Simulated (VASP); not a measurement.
All values below come from PBEsol GGA, VASP's PBE PAW potentials (set 64) (plane waves; VASP).

VASP ran on this input.

### POSCAR
```
HgTe
1.0
  3.8094657549   0.0000000001   0.0000000000
 -1.9047328772   3.2990945540   0.0000000000
  0.0000000000   0.0000000000   7.1182589646
Hg Te
2 2
Cartesian
  0.0000000000   0.0000000000   0.0000000000
  0.0000000000   0.0000000000   3.5591294823
 -0.0000019046   2.1993974691   1.7795647411
  1.9047347823   1.0996970850   5.3386942235
```

**INCAR**
```
# general
SYSTEM =HgTe
PREC   =Accurate
ENCUT  =500   # plane-wave cut-off (eV)
LREAL  =F   # projection in real space or not
LASPH  =T

# electronic loop
EDIFF  =1E-6   # SCF stop (eV)
NELM   =100   # most electronic steps
ALGO   =Normal
LMAXMIX=6   # l cut-off of mixed one-centre charges

# smearing
ISMEAR =1
SIGMA  =0.1

# functional
GGA    =PS

# ions
IBRION =2   # conjugate gradients
NSW    =40   # most ionic steps
ISIF   =3
EDIFFG =-0.02
PSTRESS=200

# output
LWAVE  =F
LCHARG =F
```

File KPOINTS:
```
Automatic
0
gamma
9 9 5
0 0 0
```

POTCAR, in this order: Hg Te (PBE.64 set). Program: vasp_std.

The resulting files:

**OUTCAR**
```
 ion  position               nearest neighbor table
   1  0.000  0.000  0.000-   3 2.83   4 2.83   4 2.83   3 2.83   4 2.83   3 2.83   2 3.56   2 3.56
  LATTYP: Found a hexagonal cell.
 ALAT       =     3.8094657549
 C/A-ratio  =     1.8685714540
 Subroutine PRICEL returns:
 Original cell was already a primitive cell.
 Subroutine GETGRP returns: Found 24 space group operations
The static configuration has the point symmetry D_3d.
 The point group associated with its full space group is D_6h.
The dynamic configuration has the point symmetry D_3d.
 Subroutine INISYM returns: Found 24 space group operations
 Subroutine IBZKPT returns following result:
 Found     36 irreducible k-points:

 Following reciprocal coordinates:
            Coordinates               Weight
  0.000000  0.000000  0.000000      1.000000
  0.111111  0.000000  0.000000      6.000000
  0.222222  0.000000  0.000000      6.000000
  0.333333  0.000000  0.000000      6.000000
  0.444444  0.000000  0.000000      6.000000
  0.111111  0.111111  0.000000      6.000000
  0.222222  0.111111  0.000000     12.000000
  0.333333  0.111111  0.000000     12.000000
  0.444444  0.111111  0.000000      6.000000
  0.222222  0.222222  0.000000      6.000000
  0.333333  0.222222  0.000000     12.000000
  0.333333  0.333333  0.000000      2.000000
  0.000000  0.000000  0.200000      2.000000
  0.111111  0.000000  0.200000     12.000000
  0.222222  0.000000  0.200000     12.000000
  0.333333  0.000000  0.200000     12.000000
  0.444444  0.000000  0.200000     12.000000
  0.111111  0.111111  0.200000     12.000000
  0.222222  0.111111  0.200000     24.000000
  0.333333  0.111111  0.200000     24.000000
  0.444444  0.111111  0.200000     12.000000
  0.222222  0.222222  0.200000     12.000000
  0.333333  0.222222  0.200000     24.000000
  0.333333  0.333333  0.200000      4.000000
  0.000000  0.000000  0.400000      2.000000
  0.111111  0.000000  0.400000     12.000000
  0.222222  0.000000  0.400000     12.000000
  0.333333  0.000000  0.400000     12.000000
  0.444444  0.000000  0.400000     12.000000
  0.111111  0.111111  0.400000     12.000000
  0.222222  0.111111  0.400000     24.000000
  0.333333  0.111111  0.400000     24.000000
  0.444444  0.111111  0.400000     12.000000
  0.222222  0.222222  0.400000     12.000000
  0.333333  0.222222  0.400000     24.000000
  0.333333  0.333333  0.400000      4.000000
   k-points           NKPTS =     36   k-points in BZ     NKDIM =     36   number of bands    NBANDS=     22
   number of dos      NEDOS =    301   number of ions     NIONS =      4
   total plane-waves  NPLWV =  42336
   dimension x,y,z NGX =    28 NGY =   28 NGZ =   54
   dimension x,y,z NGXF=    56 NGYF=   56 NGZF=  108
   ions per type =               2   2
   PREC   = accura    normal or accurate (medium, high low for compatibility)
   ISTART =      0    job   : 0-new  1-cont  2-samecut
   ICHARG =      2    charge: 1-file 2-atom 10-const
   ISPIN  =      1    spin polarized calculation?
   LNONCOLLINEAR =      F non collinear calculations
   LSORBIT =      F    spin-orbit coupling
   INIWAV =      1    electr: 0-lowe 1-rand  2-diag
   ENCUT  =  500.0 eV  36.75 Ry    6.06 a.u.   6.95  6.95 12.98*2*pi/ulx,y,z
   NELM   =    100;   NELMIN=  2; NELMDL= -5     # of ELM steps
   EDIFF  = 0.1E-05   stopping-criterion for ELM
   LREAL  =      F    real-space projection
   NLSPLINE    = F    spline interpolate recip. space projectors
   LMAXMIX     =    6 max onsite mixed and CHGCAR
   VOSKOWN=      0    Vosko Wilk Nusair interpolation
   EDIFFG = -.2E-01   stopping-criterion for IOM
   NSW    =     40    number of steps for IOM
...
```

OSZICAR:
```
       N       E                     dE             d eps       ncg     rms          rms(c)
DAV:   1     0.250705691148E+03    0.25071E+03   -0.16830E+04  1584   0.146E+03
DAV:   2     0.412921497562E+01   -0.24658E+03   -0.23973E+03  1722   0.344E+02
DAV:   3    -0.753250183793E+01   -0.11662E+02   -0.11536E+02  1902   0.741E+01
DAV:   4    -0.765308314651E+01   -0.12058E+00   -0.12053E+00  1814   0.716E+00
DAV:   5    -0.765491884293E+01   -0.18357E-02   -0.18356E-02  1922   0.867E-01    0.196E+01
DAV:   6    -0.714637567737E+01    0.50854E+00   -0.14913E+00  1740   0.147E+01    0.140E+01
DAV:   7    -0.713726376360E+01    0.91119E-02   -0.48962E-01  1794   0.475E+00    0.218E+00
DAV:   8    -0.712314141004E+01    0.14122E-01   -0.89449E-02  1710   0.333E+00    0.160E+00
DAV:   9    -0.712326610404E+01   -0.12469E-03   -0.10632E-02  1758   0.709E-01    0.550E-01
DAV:  10    -0.712312938231E+01    0.13672E-03   -0.64216E-04  1812   0.293E-01    0.240E-01
DAV:  11    -0.712310722090E+01    0.22161E-04   -0.52459E-05  1788   0.457E-02    0.824E-02
DAV:  12    -0.712310702271E+01    0.19819E-06   -0.49223E-05  1724   0.592E-02    0.549E-02
DAV:  13    -0.712310502934E+01    0.19934E-05   -0.11207E-05  1658   0.355E-02    0.278E-02
DAV:  14    -0.712310512557E+01   -0.96235E-07   -0.10554E-06   930   0.602E-03
   1 F= 0.40442939E+01 E0= 0.40443306E+01  d E =0.404429E+01
```

OUTCAR:
```
------------------------ aborting loop because EDIFF is reached ----------------------------------------
  FORCE on cell =-STRESS in cart. coord.  units (eV):
  Direction    XX          YY          ZZ          XY          YZ          ZX
  --------------------------------------------------------------------------------------
  Total       11.1793306     11.1793336     11.1772672      0.0000000      0.0000000     -0.0000000
  in kB      200.2136865    200.2137394    200.1767328      0.0000000      0.0000000     -0.0000000
  external PRESSURE =       0.2013863 kB  Pullay stress =     200.0000000 kB
  volume of cell :       89.46
      direct lattice vectors                 reciprocal lattice vectors
     3.809465755  0.000000000  0.000000000     0.262504000  0.151556735  0.000000000
    -1.904732877  3.299094554  0.000000000    -0.000000000  0.303113471  0.000000000
     0.000000000  0.000000000  7.118258965     0.000000000  0.000000000  0.140483790
 POSITION                                       TOTAL-FORCE (eV/Angst)
 -----------------------------------------------------------------------------------
      0.00000      0.00000      0.00000         0.000000      0.000000      0.000000
      0.00000      0.00000      3.55913         0.000000      0.000000      0.000000
     -0.00000      2.19940      1.77956         0.000000      0.000000      0.000000
      1.90473      1.09970      5.33869        -0.000000     -0.000000     -0.000000
 -----------------------------------------------------------------------------------
    total drift:                               -0.000000      0.000000      0.000000
  FREE ENERGIE OF THE ION-ELECTRON SYSTEM (eV)
  ---------------------------------------------------
  free  energy   TOTEN  =        -7.1231051256 eV

  energy  without entropy=       -7.1229950528  energy(sigma->0) =       -7.12306843
  enthalpy is  TOTEN    =         4.0442938844 eV   P V=       11.1673990100

 reached required accuracy - stopping structural energy minimisation
```
(Selected blocks of OUTCAR.)

The structure was generated: HgTe was put into the NiAs type type (P6_3/mmc), which need not be its known phase. It was relaxed first under an external pressure of 20 GPa.
